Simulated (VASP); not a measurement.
Given:

```
CELL_PARAMETERS angstrom
      1.74613    -3.02439     0.00000
      1.74613     3.02439     0.00000
      0.00000     0.00000    13.97614
ATOMIC_POSITIONS crystal
  Te 0.33333 0.66667 0.87932
  Te 0.66667 0.33333 0.37932
  Te 0.66667 0.33333 0.12068
  Te 0.33333 0.66667 0.62068
  Mo 0.33333 0.66667 0.25000
  Mo 0.66667 0.33333 0.75000
```

Computed with PBEsol GGA, VASP's PBE PAW potentials (set 64) (plane waves; VASP 6.6.1). Run with 400 eV cut-off, 17×17×4 Γ-centred mesh, Gaussian smearing of 0.010 eV, potentials Te Mo_sv.

Without a dispersion term in the relaxation, distances and binding between the weakly bound layers, chains or molecules are unreliable, and so is what depends on them.

Question: Give the direction-averaged independent-particle dielectric function (no local fields, no excitons; a broadening of 0.1 eV leaves a tail below the gap, and fine structure carries the noise of the k-mesh).

Answer: 
```csv
ħω (eV),ε₁,ε₂
0.00,18.80,0.00
0.10,18.83,0.00
0.30,19.08,0.00
0.40,19.31,0.00
0.60,20.02,0.00
0.70,20.54,0.00
0.90,22.12,0.00
1.00,23.33,0.00
1.20,25.65,4.10
1.30,26.01,7.25
1.50,24.91,12.89
1.60,23.85,14.45
1.80,18.87,23.74
2.00,16.34,16.91
2.10,15.29,16.81
2.30,15.47,14.68
2.40,15.47,15.09
2.60,13.31,21.67
2.70,11.67,18.47
2.90,10.84,18.29
3.00,10.22,17.66
3.20,9.82,18.67
3.30,8.80,20.32
3.50,6.74,20.00
3.60,5.94,18.46
3.80,3.87,20.34
4.00,1.92,20.24
4.10,0.75,18.66
4.30,-0.66,17.90
4.40,-1.31,15.93
4.60,-1.68,15.04
4.70,-2.58,16.99
4.90,-4.41,14.14
5.00,-5.15,13.30
5.20,-5.29,8.49
5.30,-4.81,7.81
5.50,-3.81,6.20
5.60,-3.31,6.34
5.80,-2.59,5.16
6.00,-1.74,5.39
```
ε₂ peaks at 1.8 eV (height 23.7), 2.6 eV (height 21.7), 3.7 eV (height 20.4); ε₁(0) averages 18.80, so the electronic refractive index below the gap tends to √18.80 = 4.34.

The compound is MoTe2 in the 2H layered structure. It was relaxed first.
